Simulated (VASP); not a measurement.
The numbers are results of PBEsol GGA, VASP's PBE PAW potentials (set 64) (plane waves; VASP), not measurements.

The input files of a VASP run:

File KPOINTS:
```
Automatic mesh
0
Gamma
6 6 6
0 0 0
```

### INCAR
```
# general
SYSTEM  =KMgF3
PREC    =Accurate
ENCUT   =520   # plane-wave cut-off (eV)
LREAL   =F   # projection in real space or not
LASPH   =T

# electronic loop
EDIFF   =1E-8   # SCF stop (eV)
NELM    =100   # most electronic steps
ALGO    =Normal   # blocked Davidson

# smearing
ISMEAR  =0   # Gaussian
SIGMA   =0.01   # width (eV)

# functional
GGA     =PS

# ions
IBRION  =8   # DFPT with symmetry
NSW     =1

# output
LWAVE   =F
LCHARG  =F

# other
LEPSILON=T
```

File POSCAR:
```
KMgF3
1.0
  3.9852643809   0.0000000000   0.0000000000
  0.0000000000   3.9852643809   0.0000000000
  0.0000000000   0.0000000000   3.9852643809
K Mg F
1 1 3
Cart
  0.0000000000   0.0000000000   0.0000000000
  1.9926321904   1.9926321904   1.9926321904
  1.9926321904   0.0000000000   1.9926321904
  0.0000000000   1.9926321904   1.9926321904
  1.9926321904   1.9926321904   0.0000000000
```

POTCAR, in this order: K_sv Mg F (PBE.64 set). Program: vasp_std.

The run wrote:

OSZICAR:
```
...
RMM:  12    -0.209440974354E+00    0.69681E-06   -0.25377E-07  2834   0.932E-04    0.470E-05
RMM:  13    -0.209441338198E+00   -0.36384E-06   -0.20063E-07  2629   0.658E-04    0.215E-05
RMM:  14    -0.209441435404E+00   -0.97205E-07   -0.17854E-07  2442   0.535E-04    0.185E-05
RMM:  15    -0.209441513632E+00   -0.78228E-07   -0.16426E-07  2326   0.483E-04    0.113E-05
RMM:  16    -0.209441637874E+00   -0.12424E-06   -0.21951E-07  2217   0.461E-04    0.927E-06
 Linear response DOF=           4
 Linear response progress:
  Degree of freedom:   1/  4
       N       E                     dE             d eps       ncg     rms          rms(c)
RMM:   1    -0.309635412770E+00   -0.30964E+00    0.15697E-01  2707   0.285E+00
RMM:   2    -0.311318988577E+00   -0.16836E-02   -0.26171E-02  2605   0.685E-01    0.438E-02
RMM:   3    -0.313015246480E+00   -0.16963E-02   -0.34516E-03  2976   0.223E-01    0.283E-02
RMM:   4    -0.313297818057E+00   -0.28257E-03   -0.40189E-04  3143   0.621E-02    0.261E-02
RMM:   5    -0.313333724368E+00   -0.35906E-04   -0.12181E-04  3048   0.396E-02    0.287E-03
RMM:   6    -0.313349770976E+00   -0.16047E-04   -0.11322E-05  3150   0.114E-02    0.248E-03
RMM:   7    -0.313352572571E+00   -0.28016E-05   -0.36991E-06  3218   0.502E-03    0.828E-04
RMM:   8    -0.313350166366E+00    0.24062E-05    0.40303E-06  3314   0.199E-03    0.204E-04
RMM:   9    -0.313349331432E+00    0.83493E-06   -0.41113E-07  3323   0.999E-04    0.217E-04
RMM:  10    -0.313348718875E+00    0.61256E-06    0.16058E-07  3416   0.580E-04    0.156E-04
RMM:  11    -0.313348340726E+00    0.37815E-06    0.71048E-08  3315   0.422E-04    0.807E-06
RMM:  12    -0.313348404290E+00   -0.63564E-07    0.11377E-07  3403   0.337E-04    0.103E-05
RMM:  13    -0.313348424454E+00   -0.20164E-07    0.92709E-08  3209   0.305E-04    0.169E-06
RMM:  14    -0.313348404089E+00    0.20365E-07    0.87910E-08  3162   0.293E-04    0.265E-06
RMM:  15    -0.313348418712E+00   -0.14623E-07    0.90867E-08  3134   0.289E-04    0.382E-06
RMM:  16    -0.313348410665E+00    0.80474E-08    0.98615E-08  3035   0.286E-04    0.253E-06
 Linear response progress:
  Degree of freedom:   2/  4
       N       E                     dE             d eps       ncg     rms          rms(c)
RMM:   1    -0.290262375687E-02   -0.29026E-02    0.11067E-02  2745   0.620E-01
RMM:   2    -0.283582297957E-02    0.66801E-04   -0.16375E-04  2700   0.834E-02    0.421E-02
RMM:   3    -0.279022703391E-02    0.45596E-04   -0.33128E-05  2777   0.332E-02    0.242E-02
RMM:   4    -0.276818751448E-02    0.22040E-04   -0.43072E-05  2729   0.374E-02    0.338E-03
RMM:   5    -0.275848262680E-02    0.97049E-05   -0.19891E-06  2924   0.904E-03    0.763E-04
RMM:   6    -0.275629353784E-02    0.21891E-05   -0.31574E-07  3023   0.259E-03    0.470E-04
RMM:   7    -0.275550785462E-02    0.78568E-06   -0.62700E-08  3126   0.115E-03    0.113E-04
RMM:   8    -0.275539084767E-02    0.11701E-06   -0.15587E-08  3195   0.401E-04    0.530E-05
RMM:   9    -0.275542395925E-02   -0.33112E-07   -0.32725E-09  3205   0.190E-04    0.204E-05
RMM:  10    -0.275541760103E-02    0.63582E-08   -0.12302E-08  3321   0.109E-04    0.815E-06
 Linear response progress:
  Degree of freedom:   3/  4
       N       E                     dE             d eps       ncg     rms          rms(c)
RMM:   1    -0.532282080541E+00   -0.53228E+00    0.61065E-01  4332   0.412E+00
RMM:   2    -0.531787911170E+00    0.49417E-03   -0.47908E-03  4039   0.485E-01    0.795E-02
RMM:   3    -0.533100585607E+00   -0.13127E-02   -0.45656E-04  4046   0.137E-01    0.435E-02
RMM:   4    -0.534782385245E+00   -0.16818E-02   -0.30289E-04  3912   0.106E-01    0.103E-02
RMM:   5    -0.534834578102E+00   -0.52193E-04   -0.45690E-05  4827   0.275E-02    0.289E-03
RMM:   6    -0.534778357882E+00    0.56220E-04   -0.67861E-06  4959   0.922E-03    0.109E-03
RMM:   7    -0.534785613206E+00   -0.72553E-05   -0.14856E-06  5030   0.395E-03    0.433E-04
RMM:   8    -0.534782034173E+00    0.35790E-05   -0.43075E-07  5215   0.181E-03    0.218E-04
RMM:   9    -0.534782439569E+00   -0.40540E-06   -0.75630E-07  5153   0.108E-03    0.340E-05
RMM:  10    -0.534782384469E+00    0.55100E-07   -0.30783E-08  5325   0.721E-04    0.355E-05
RMM:  11    -0.534782458655E+00   -0.74186E-07   -0.21733E-07  5452   0.576E-04    0.444E-06
RMM:  12    -0.534782448163E+00    0.10492E-07   -0.12357E-07  5424   0.506E-04    0.118E-05
RMM:  13    -0.534782468424E+00   -0.20261E-07   -0.25170E-07  5380   0.479E-04    0.459E-06
RMM:  14    -0.534782481916E+00   -0.13491E-07   -0.18471E-07  5221   0.466E-04    0.274E-06
RMM:  15    -0.534782483572E+00   -0.16565E-08   -0.18242E-07  5002   0.461E-04    0.236E-06
RMM:  16    -0.534782487030E+00   -0.34581E-08   -0.18324E-07  5019   0.459E-04    0.127E-06
RMM:  17    -0.534782489435E+00   -0.24049E-08   -0.19140E-07  4806   0.458E-04    0.457E-07
RMM:  18    -0.534782489202E+00    0.23301E-09   -0.18610E-07  4520   0.457E-04    0.507E-07
RMM:  19    -0.534782491110E+00   -0.19079E-08   -0.17784E-07  4621   0.457E-04    0.195E-07
RMM:  20    -0.534782491039E+00    0.71023E-10   -0.18329E-07  4320   0.457E-04    0.101E-07
RMM:  21    -0.534782490898E+00    0.14103E-09   -0.17809E-07  4274   0.457E-04    0.118E-07
RMM:  22    -0.534782490982E+00   -0.84044E-10   -0.17989E-07  4276   0.457E-04    0.847E-08
 Linear response progress:
  Degree of freedom:   4/  4
       N       E                     dE             d eps       ncg     rms          rms(c)
RMM:   1    -0.533293218166E+00   -0.53329E+00    0.77863E-01  2677   0.416E+00
RMM:   2    -0.533233604125E+00    0.59614E-04   -0.63418E-03  2558   0.510E-01    0.105E-01
RMM:   3    -0.534704700393E+00   -0.14711E-02   -0.68827E-04  2509   0.151E-01    0.582E-02
RMM:   4    -0.536737208174E+00   -0.20325E-02   -0.60445E-04  2490   0.138E-01    0.127E-02
RMM:   5    -0.536670957131E+00    0.66251E-04   -0.62039E-05  2968   0.313E-02    0.326E-03
RMM:   6    -0.536629575588E+00    0.41382E-04   -0.10904E-05  2995   0.111E-02    0.816E-04
RMM:   7    -0.536648441956E+00   -0.18866E-04   -0.26622E-06  2999   0.472E-03    0.245E-04
RMM:   8    -0.536644909450E+00    0.35325E-05   -0.10716E-06  3219   0.222E-03    0.914E-05
RMM:   9    -0.536643651264E+00    0.12582E-05    0.44198E-07  3240   0.127E-03    0.418E-05
RMM:  10    -0.536643996398E+00   -0.34513E-06   -0.40141E-07  3325   0.817E-04    0.246E-05
RMM:  11    -0.536644158907E+00   -0.16251E-06   -0.28938E-07  3336   0.646E-04    0.105E-05
RMM:  12    -0.536644177908E+00   -0.19001E-07   -0.42328E-07  3238   0.570E-04    0.255E-06
RMM:  13    -0.536644165394E+00    0.12514E-07   -0.42450E-07  3274   0.538E-04    0.194E-06
RMM:  14    -0.536644159628E+00    0.57656E-08   -0.44683E-07  3237   0.526E-04    0.528E-07
RMM:  15    -0.536644160407E+00   -0.77867E-09   -0.44162E-07  2962   0.521E-04    0.304E-07
RMM:  16    -0.536644161326E+00   -0.91899E-09   -0.44600E-07  2809   0.519E-04    0.213E-07
RMM:  17    -0.536644161806E+00   -0.47971E-09   -0.42867E-07  2761   0.518E-04    0.222E-07
RMM:  18    -0.536644161580E+00    0.22550E-09   -0.44393E-07  2639   0.518E-04    0.192E-07
RMM:  19    -0.536644162229E+00   -0.64900E-09   -0.42873E-07  2603   0.518E-04    0.165E-07
RMM:  20    -0.536644162663E+00   -0.43380E-09   -0.45036E-07  2599   0.518E-04    0.141E-07
RMM:  21    -0.536644162956E+00   -0.29298E-09   -0.42152E-07  2574   0.518E-04    0.138E-07
RMM:  22    -0.536644162909E+00    0.46758E-10   -0.45740E-07  2570   0.518E-04    0.132E-07
RMM:  23    -0.536644162972E+00   -0.62733E-10   -0.41562E-07  2569   0.518E-04    0.124E-07
 Linear response finished
```

### OUTCAR
```
------------------------ aborting loop because EDIFF is reached ----------------------------------------

 HEAD OF MICROSCOPIC STATIC DIELECTRIC TENSOR (INDEPENDENT PARTICLE, excluding Hartree and local field effects)
 ------------------------------------------------------
           2.176201    -0.000000    -0.000000
          -0.000000     2.176201     0.000000
          -0.000000     0.000000     2.176201
 ------------------------------------------------------

 MACROSCOPIC STATIC DIELECTRIC TENSOR (including local field effects in DFT)
 ------------------------------------------------------
           2.096925     0.000000    -0.000000
           0.000000     2.096925    -0.000000
           0.000000     0.000000     2.096925
 ------------------------------------------------------

 PIEZOELECTRIC TENSOR (including local field effects)  for field in x, y, z        (e  Angst)
          XX          YY          ZZ          XY          YZ          ZX
  --------------------------------------------------------------------------------
  x     0.00000     0.00000     0.00000     0.00000     0.00000     0.00000
  y     0.00000     0.00000     0.00000     0.00000     0.00000     0.00000
  z     0.00000     0.00000     0.00000     0.00000     0.00000     0.00000

 PIEZOELECTRIC TENSOR (including local field effects)  for field in x, y, z        (C/m^2)
          XX          YY          ZZ          XY          YZ          ZX
  --------------------------------------------------------------------------------
  x     0.00000     0.00000     0.00000     0.00000     0.00000     0.00000
  y     0.00000     0.00000     0.00000     0.00000     0.00000     0.00000
  z     0.00000     0.00000     0.00000     0.00000     0.00000     0.00000

 BORN EFFECTIVE CHARGES (including local field effects) (in |e|, cummulative output)
 ---------------------------------------------------------------------------------
 ion    1
    1     1.18576    -0.00000    -0.00000
    2    -0.00000     1.18576    -0.00000
    3    -0.00000     0.00000     1.18576
 ion    2
    1     1.99299    -0.00000    -0.00000
    2     0.00000     1.99299    -0.00000
    3     0.00000     0.00000     1.99299
 ion    3
    1    -0.96413    -0.00000    -0.00000
    2     0.00000    -1.25049    -0.00000
    3    -0.00000     0.00000    -0.96413
 ion    4
    1    -1.25049     0.00000    -0.00000
    2     0.00000    -0.96413    -0.00000
    3     0.00000    -0.00000    -0.96413
 ion    5
    1    -0.96413    -0.00000     0.00000
    2    -0.00000    -0.96413     0.00000
    3    -0.00000    -0.00000    -1.25049

   1 f  =   14.035191 THz    88.185706 2PiTHz  468.163582 cm-1    58.044860 meV
             X         Y         Z           dx          dy          dz
      0.000000  0.000000  0.000000     0.014538    0.004431   -0.000000
      1.992632  1.992632  1.992632    -0.533593   -0.162649   -0.000000
      1.992632  0.000000  1.992632    -0.099316    0.238135   -0.000000
      0.000000  1.992632  1.992632     0.781233   -0.030273    0.000000
      1.992632  1.992632  0.000000    -0.099316   -0.030273   -0.000000

   2 f  =   14.035191 THz    88.185706 2PiTHz  468.163582 cm-1    58.044860 meV
             X         Y         Z           dx          dy          dz
      0.000000  0.000000  0.000000    -0.000000    0.000000    0.015198
      1.992632  1.992632  1.992632     0.000000   -0.000000   -0.557832
      1.992632  0.000000  1.992632     0.000000    0.000000   -0.103827
      0.000000  1.992632  1.992632    -0.000000   -0.000000   -0.103827
      1.992632  1.992632  0.000000     0.000000   -0.000000    0.816720

   3 f  =   14.035191 THz    88.185706 2PiTHz  468.163582 cm-1    58.044860 meV
             X         Y         Z           dx          dy          dz
      0.000000  0.000000  0.000000     0.004431   -0.014538   -0.000000
      1.992632  1.992632  1.992632    -0.162649    0.533593    0.000000
      1.992632  0.000000  1.992632    -0.030273   -0.781233   -0.000000
      0.000000  1.992632  1.992632     0.238135    0.099316    0.000000
      1.992632  1.992632  0.000000    -0.030273    0.099316    0.000000

   4 f  =    8.519229 THz    53.527894 2PiTHz  284.170887 cm-1    35.232684 meV
             X         Y         Z           dx          dy          dz
      0.000000  0.000000  0.000000     0.074421   -0.034387    0.023638
      1.992632  1.992632  1.992632    -0.573051    0.264784   -0.182013
      1.992632  0.000000  1.992632     0.414942    0.132744    0.131794
      0.000000  1.992632  1.992632    -0.287286   -0.191728    0.131794
      1.992632  1.992632  0.000000     0.414942   -0.191728   -0.091248

   5 f  =    8.519229 THz    53.527894 2PiTHz  284.170887 cm-1    35.232684 meV
             X         Y         Z           dx          dy          dz
      0.000000  0.000000  0.000000    -0.021675    0.009444    0.081980
      1.992632  1.992632  1.992632     0.166898   -0.072722   -0.631255
      1.992632  0.000000  1.992632    -0.120850   -0.036457    0.457088
      0.000000  1.992632  1.992632     0.083671    0.052657    0.457088
      1.992632  1.992632  0.000000    -0.120850    0.052657   -0.316466

   6 f  =    8.519229 THz    53.527894 2PiTHz  284.170887 cm-1    35.232684 meV
             X         Y         Z           dx          dy          dz
      0.000000  0.000000  0.000000    -0.035657   -0.077512   -0.000498
      1.992632  1.992632  1.992632     0.274562    0.596848    0.003834
      1.992632  0.000000  1.992632    -0.198809    0.299216   -0.002776
      0.000000  1.992632  1.992632     0.137646   -0.432174   -0.002776
      1.992632  1.992632  0.000000    -0.198809   -0.432174    0.001922

   7 f  =    5.530116 THz    34.746746 2PiTHz  184.464828 cm-1    22.870713 meV
             X         Y         Z           dx          dy          dz
      0.000000  0.000000  0.000000    -0.000000   -0.000000    0.000000
      1.992632  1.992632  1.992632     0.000000   -0.000000    0.000000
      1.992632  0.000000  1.992632    -0.506448   -0.000000   -0.490041
      0.000000  1.992632  1.992632     0.000000    0.058059    0.490041
      1.992632  1.992632  0.000000     0.506448   -0.058059    0.000000

   8 f  =    5.530116 THz    34.746746 2PiTHz  184.464828 cm-1    22.870713 meV
...
```
(Selected blocks of OUTCAR.)

The compound is KMgF3 in the cubic perovskite structure. It was relaxed first.
